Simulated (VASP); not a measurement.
Consider the following.

```
MnV
1.0
    2.83161     0.00000     0.00000
    0.00000     2.83161     0.00000
    0.00000     0.00000     2.83161
Mn V
1 1
Direct
  0.00000   0.00000   0.00000
  0.50000   0.50000   0.50000
```

Calculation: PBEsol GGA, VASP's PBE PAW potentials (set 64) (plane waves; VASP 6.6.1). Numerical set-up: 400 eV cut-off, Gaussian smearing of 0.050 eV, potentials Mn_pv V_sv.

Question: Give the energies of bands 8 to 16 at the high-symmetry points, in eV from the Fermi level.

Answer: 
```tsv
band	Γ	X	M	R
8	-7.86	-3.94	-4.64	-2.29
9	-4.38	-3.88	-4.29	-2.29
10	-4.38	-2.11	-2.44	-2.29
11	-0.89	-1.46	-2.44	-2.27
12	-0.89	-0.72	0.85	-2.27
13	-0.89	-0.72	0.97	-2.27
14	1.29	0.17	1.27	0.90
15	1.29	0.20	1.27	0.90
16	2.89	0.20	1.58	2.63
```

It has no gap at this level: it comes out as a metal or semimetal.

The structure comes from a measured MnV entry (Pm-3m) of the Crystallography Open Database, whose conditions weren't checked. It was relaxed first, which changed the volume by -7 %. The run is not spin-polarised, so no magnetic state was tried.
